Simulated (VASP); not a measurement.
Here is the system:

```xyz
6
Lattice="4.0001 0.0000 0.0000 0.0000 4.0001 0.0000 0.0000 0.0000 4.0001" Properties=species:S:1:pos:R:3 pbc="T T T"
H      0.5969     0.5969     3.4032
H      0.5969     3.4032     0.5969
H      3.4032     3.4032     3.4032
H      3.4032     0.5969     0.5969
Br     2.0000     2.0000     2.0000
N      0.0000     0.0000     0.0000
```

All values below come from PBEsol GGA, VASP's PBE PAW potentials (set 64) (plane waves; VASP 6.6.1). Numerical set-up: 400 eV cut-off, 4×4×4 Γ-centred mesh, Gaussian smearing of 0.010 eV, potentials H Br N.

At this cut-off the stress carries a Pulay error, which pulls relaxed volumes low. Energy and stress use the plane-wave basis of the starting cell.

Task: The ions, cell shape and volume are relaxed. Which structure does the run end with?

Result: 
```xyz
6
Lattice="3.9015 0.0000 0.0000 0.0000 3.9015 0.0000 0.0000 0.0000 3.9015" Properties=species:S:1:pos:R:3 pbc="T T T"
H      0.6058     0.6058     3.2957
H      0.6058     3.2957     0.6058
H      3.2957     3.2957     3.2957
H      3.2957     0.6058     0.6058
Br     1.9508     1.9508     1.9508
N      0.0000     0.0000     0.0000
```
Space group P-43m (215), at a tolerance of 0.03 Å.

Task: How do energy and volume change from the first to the last step?

Result: The energy (σ→0) changes by -9.4 meV/atom and the volume by -7.2 %, in 9 ionic steps.

```csv
step,E(σ→0) (eV),max force (eV/Å),pressure (GPa),volume (Å³)
1,-27.0951,0.576,-0.57,64.00
2,-27.1121,0.323,-3.46,63.65
3,-27.1167,0.050,-2.55,63.77
4,-27.1366,0.022,-1.71,62.19
5,-27.1511,0.023,-0.23,59.83
6,-27.1516,0.033,0.14,59.32
7,-27.1516,0.031,0.08,59.41
8,-27.1515,0.042,-0.17,59.36
9,-27.1516,0.001,-0.03,59.39
```

The structure comes from a computed database's H4BrN entry (P-43m); how it stands against other phases isn't given here. This run relaxes it. Symmetry was kept, so distortions that lower it aren't found. The run is one of a series of settings (EDIFFG = -0.01, IBRION = 2, ISIF = 3, NSW = 50 against the base run), some of them coarse on purpose.
